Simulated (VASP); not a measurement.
VASP ran on this input.

**INCAR**
```
# general
SYSTEM  = WSe2
PREC    = Accurate
ENCUT   = 400   # plane-wave cut-off (eV)
LREAL   = .FALSE.   # projection in real space or not
LASPH   = .TRUE.

# electronic loop
EDIFF   = 1E-6   # SCF stop (eV)
NELM    = 100
ALGO    = Normal
LMAXMIX = 6   # l cut-off of mixed one-centre charges
LMIXTAU = .TRUE.

# smearing
ISMEAR  = 1
SIGMA   = 0.1

# functional
METAGGA = R2SCAN

# ions
IBRION  = 2   # conjugate gradients
NSW     = 60
ISIF    = 3   # ions, shape and volume
EDIFFG  = -0.02

# output
LWAVE   = .FALSE.
LCHARG  = .FALSE.
```

File POSCAR:
```
WSe2
1.0
  6.2042407063   0.0000000000   0.0000000000
  0.0000000000   6.2042407063   0.0000000000
  0.0000000000   0.0000000000   6.2042407063
W Se
4 8
Direct
  0.0000000000   0.0000000000   0.0000000000
  0.5000000000   0.5000000000   0.0000000000
  0.0000000000   0.5000000000   0.5000000000
  0.5000000000   0.0000000000   0.5000000000
  0.3590454399   0.3590454399   0.3590454399
  0.8590454399   0.1409545601   0.6409545601
  0.6409545601   0.8590454399   0.1409545601
  0.1409545601   0.6409545601   0.8590454399
  0.6409545601   0.6409545601   0.6409545601
  0.1409545601   0.8590454399   0.3590454399
  0.3590454399   0.1409545601   0.8590454399
  0.8590454399   0.3590454399   0.1409545601
```

KPOINTS:
```
Automatic
0
Gamma
  5 5 5
0 0 0
```

POTCAR, in this order: W_sv Se (PBE.64 set). Program: vasp_std.

Problem. Translate this r2SCAN calculation to Ansatz.

Solution. One equivalent input (not run):
Ansatz 0.2 input:
```yaml
crystal:
  lattice:
    - [6.2042407, 0.0000000, 0.0000000]
    - [0.0000000, 6.2042407, 0.0000000]
    - [0.0000000, 0.0000000, 6.2042407]
  atoms:
    - { symbol: W, position: [0.0000000, 0.0000000, 0.0000000] }
    - { symbol: W, position: [0.5000000, 0.5000000, 0.0000000] }
    - { symbol: W, position: [0.0000000, 0.5000000, 0.5000000] }
    - { symbol: W, position: [0.5000000, 0.0000000, 0.5000000] }
    - { symbol: Se, position: [0.3590454, 0.3590454, 0.3590454] }
    - { symbol: Se, position: [0.8590454, 0.1409546, 0.6409546] }
    - { symbol: Se, position: [0.6409546, 0.8590454, 0.1409546] }
    - { symbol: Se, position: [0.1409546, 0.6409546, 0.8590454] }
    - { symbol: Se, position: [0.6409546, 0.6409546, 0.6409546] }
    - { symbol: Se, position: [0.1409546, 0.8590454, 0.3590454] }
    - { symbol: Se, position: [0.3590454, 0.1409546, 0.8590454] }
    - { symbol: Se, position: [0.8590454, 0.3590454, 0.1409546] }
kpoints:
  mp_grid: { grid: [5, 5, 5] }
hamiltonian:
  xc: r2scan
  pseudopotentials: { kind: paw }
scf:
  occupations: { method: methfessel_paxton, width: 0.1 }
  max_iter: 100
relax:
  max_steps: 60
  f_tol: 0.02
  cell: {}
output: { forces: true, stress: true, eigenvalues: true }
```
The two are equivalent in intent, not identical: each code has its own PAW files, so the cut-off isn't converted (ENCUT is set for VASP's; basis.ecutwfc is left out, and Ansatz then takes the one that its files recommend); Ansatz stops its SCF on the density residual and VASP on the energy change (EDIFF).

The structure was generated: WSe2 was put into the pyrite type (Pa-3), which need not be its known phase. It was relaxed first, which changed the volume by -7 %. The start is the result of an earlier pass.
